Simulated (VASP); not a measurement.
The input files of a VASP run:

File KPOINTS:
```
Automatic
0
Gamma
 7 7 4
```

File POSCAR:
```
CuCl
1.0
  3.7145820976   0.0000000000   0.0000000000
 -1.8572910489   3.2169228339   0.0000000000
  0.0000000000   0.0000000000   6.1808412137
Cu Cl
2 2
Cartesian
 -0.0000018574   2.1446162949   0.0228875642
  1.8572929061   1.0723065390   3.1133081710
 -0.0000018574   2.1446162949   2.2949278910
  1.8572929061   1.0723065390   5.3853484978
```

INCAR:
```
EDIFF = 1E-6   ! SCF stop (eV)
SYSTEM = CuCl
NELM = 100   ! most electronic steps
ENCUT = 500   ! plane-wave cut-off (eV)
EDIFFG = -0.02   ! ionic stop
ISMEAR = 0   ! Gaussian
LREAL = .FALSE.
PREC = Accurate
IBRION = 2   ! conjugate gradients
LCHARG = .FALSE.
LMAXMIX = 4
LASPH = .TRUE.   ! aspherical one-centre terms
NSW = 40   ! most ionic steps
LWAVE = .FALSE.
ALGO = Normal   ! blocked Davidson
SIGMA = 0.05
ISIF = 3   ! ions, shape and volume
GGA = PS
```

POTCAR, in this order: Cu Cl (PBE.64 set). Program: vasp_std.

Question: Write an equivalent input for Quantum ESPRESSO's pw.x.

Answer: One equivalent input (not run):
```
&CONTROL
  calculation = 'vc-relax'
  pseudo_dir = './pseudo'
  outdir = './out'
  tprnfor = .true.
  tstress = .true.
  nstep = 40
  forc_conv_thr = 0.00078
/
&SYSTEM
  ibrav = 0
  nat = 4
  ntyp = 2
  ecutwfc = 92
  occupations = 'smearing'
  smearing = 'gaussian'
  degauss = 0.003675
  input_dft = 'pbesol'
/
&ELECTRONS
  conv_thr = 7.3e-08
  electron_maxstep = 100
/
&IONS
/
&CELL
/
ATOMIC_SPECIES
  Cu 63.546 Cu.upf
  Cl 35.450 Cl.upf
CELL_PARAMETERS angstrom
     3.7145821    0.0000000    0.0000000
    -1.8572910    3.2169228    0.0000000
     0.0000000    0.0000000    6.1808412
ATOMIC_POSITIONS crystal
  Cu   0.3333330  0.6666670  0.0037030
  Cu   0.6666670  0.3333330  0.5037030
  Cl   0.3333330  0.6666670  0.3712970
  Cl   0.6666670  0.3333330  0.8712970
K_POINTS automatic
  7 7 4 0 0 0
```
Limits of the translation: the potentials are each code's own (VASP's PAW set, PseudoDojo norm-conserving files in pw.x), so ENCUT and ecutwfc are chosen apart and not converted; conv_thr bounds pw.x's estimated SCF error, while EDIFF bounds the energy change between steps; forc_conv_thr acts on force components and is met together with etot_conv_thr.

The structure was generated: CuCl was put into the wurtzite type (P6_3mc), which need not be its known phase. This run relaxes it. Symmetry was kept, so distortions that lower it aren't found.
